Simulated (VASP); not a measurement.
A VASP calculation is set up with these files.

### INCAR
```
! general
SYSTEM  =PtS2
PREC    =Accurate
ENCUT   =520
LREAL   =.FALSE.
LASPH   =.TRUE.

! electronic loop
EDIFF   =1E-7
NELM    =100
ALGO    =Normal
LMAXMIX =6

! smearing
ISMEAR  =0
SIGMA   =0.05

! functional
GGA     =MK
LUSE_VDW=.TRUE.
AGGAC   =0.0
PARAM1  =0.1234568
PARAM2  =0.7114
ZAB_VDW =-1.8867

! ions
IBRION  =2
NSW     =30
ISIF    =4
EDIFFG  =-0.01

! output
LWAVE   =.FALSE.
LCHARG  =.FALSE.
```

**POSCAR**
```
PtS2
1.0
  1.8111992368  -3.1370891748   0.0000000000
  1.8111992368   3.1370891748   0.0000000000
  0.0000000000   0.0000000000   4.9166246132
Pt S
1 2
direct
  0.0000000000   0.0000000000   0.0000000000
  0.3333330000   0.6666670000   0.2507925845
  0.6666670000   0.3333330000   0.7492074155
```

### KPOINTS
```
K-points
0
G
 7 7 5
0 0 0
```

POTCAR, in this order: Pt S (PBE.64 set). Program: vasp_std.

Question: Translate this rev-vdW-DF2 calculation to Quantum ESPRESSO's pw.x.

Answer: One equivalent input (not run):
```
&CONTROL
  calculation = 'vc-relax'
  pseudo_dir = './pseudo'
  outdir = './out'
  tprnfor = .true.
  tstress = .true.
  nstep = 30
  forc_conv_thr = 0.00039
/
&SYSTEM
  ibrav = 0
  nat = 3
  ntyp = 2
  ecutwfc = 84
  occupations = 'smearing'
  smearing = 'gaussian'
  degauss = 0.003675
  input_dft = 'vdw-df2-b86r'
/
&ELECTRONS
  conv_thr = 7.3e-09
  electron_maxstep = 100
/
&IONS
/
&CELL
  cell_dofree = 'shape'
/
ATOMIC_SPECIES
  Pt 195.084 Pt.upf
  S 32.060 S.upf
CELL_PARAMETERS angstrom
     1.8111992   -3.1370892    0.0000000
     1.8111992    3.1370892    0.0000000
     0.0000000    0.0000000    4.9166246
ATOMIC_POSITIONS crystal
  Pt   0.0000000  0.0000000  0.0000000
  S    0.3333330  0.6666670  0.2507926
  S    0.6666670  0.3333330  0.7492074
K_POINTS automatic
  7 7 5 0 0 0
```
The two are equivalent in intent, not identical: the potentials are each code's own (VASP's PAW set, PseudoDojo norm-conserving files in pw.x), so ENCUT and ecutwfc are chosen apart and not converted; conv_thr bounds pw.x's estimated SCF error, while EDIFF bounds the energy change between steps; forc_conv_thr acts on force components and is met together with etot_conv_thr.

The compound is PtS2 in the 1T layered structure. This cell is one point of a volume scan, at 1.03 of the reference volume. Symmetry was kept, so distortions that lower it aren't found.
